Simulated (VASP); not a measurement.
The system is BaNaZrN2.

```
Na Ba Zr N
1.0
     4.04750    0.00000    0.00000
    -2.02375    3.50524    0.00000
     0.00000    0.00000    6.85601
Na Ba Zr N
1 1 1 2
Direct
  0.00000 0.00000 0.38218
  0.33333 0.66667 0.97300
  0.66667 0.33333 0.65898
  0.66667 0.33333 0.24511
  0.00000 0.00000 0.74073
```

The cell was built by a generator and needn't be a form met in nature.

- Program: VASP 6.6.1
- Task: relaxation of cell and atoms
- Functional: PBE
- Potentials or basis: VASP PAW PBE potentials, release 64 (Na_pv, Ba_sv, Zr_sv, N)
- Cutoff: 600 eV
- k mesh: 8 × 8 × 4
- Occupations: gaussian, width 0.05 eV
- Spin: no spin polarisation

At the start: pressure -5.2 GPa; volume 19.45 Å³/atom.

Q: Where does the relaxation end?

A: Over 27 steps the energy falls by 631.1 meV/atom and the volume is 18.25 Å³/atom (-6.2 %); space group P3m1 (No. 156, to 0.05 Å).

Step by step:
| step | energy change (eV) | largest force (eV/Å) | pressure (GPa) | volume (Å³) |
| --- | --- | --- | --- | --- |
| 1 | 0.0000 | 3.8735 | -5.22 | 97.27 |
| 2 | -1.5199 | 2.7265 | -1.64 | 88.62 |
| 3 | -2.0272 | 1.7763 | 18.77 | 75.41 |
| 4 | -2.2612 | 2.7548 | 6.17 | 81.23 |
| 5 | -2.3028 | 2.6545 | 8.78 | 79.67 |
| 6 | -2.6412 | 3.8918 | 4.32 | 87.31 |
| 7 | -2.7782 | 1.5389 | 4.33 | 84.77 |
| 8 | -2.9250 | 1.4504 | -4.07 | 92.04 |
| 9 | -2.9420 | 1.2720 | -2.31 | 90.16 |
| 10 | -3.0636 | 0.5882 | -0.85 | 89.52 |
| 11 | -3.0959 | 0.1947 | 0.69 | 89.01 |
| 12 | -3.1306 | 0.6620 | -0.23 | 89.89 |
| 13 | -3.1312 | 0.7703 | -0.32 | 90.01 |
| 14 | -3.1531 | 0.0627 | 0.66 | 90.22 |
| 15 | -3.1531 | 0.0653 | 0.72 | 90.23 |
| 16 | -3.1549 | 0.0655 | -0.15 | 91.28 |
| 17 | -3.1551 | 0.0484 | 0.02 | 91.04 |
| 18 | -3.1551 | 0.0471 | 0.04 | 91.02 |
| 19 | -3.1553 | 0.0443 | 0.03 | 91.12 |
| 20 | -3.1553 | 0.0492 | 0.03 | 91.15 |
| 21 | -3.1554 | 0.0343 | -0.03 | 91.22 |
| 22 | -3.1555 | 0.0296 | -0.12 | 91.30 |
| 23 | -3.1556 | 0.0230 | -0.07 | 91.28 |
| 24 | -3.1556 | 0.0158 | 0.00 | 91.25 |
| 25 | -3.1557 | 0.0142 | 0.02 | 91.24 |
| 26 | -3.1557 | 0.0128 | 0.02 | 91.23 |
| 27 | -3.1557 | 0.0086 | 0.05 | 91.25 |

Final structure:
```xyz
5
Lattice="3.8465 0.0000 0.0000 -1.9233 3.3312 0.0000 0.0000 0.0000 7.1215" Properties=species:S:1:pos:R:3 pbc="T T T"
Na    0.0000    0.0000    2.3994
Ba    0.0000    2.2208    0.1093
Zr    1.9233    1.1104    4.3626
N     1.9233    1.1104    2.4118
N     3.8465    0.0000    4.9598
```
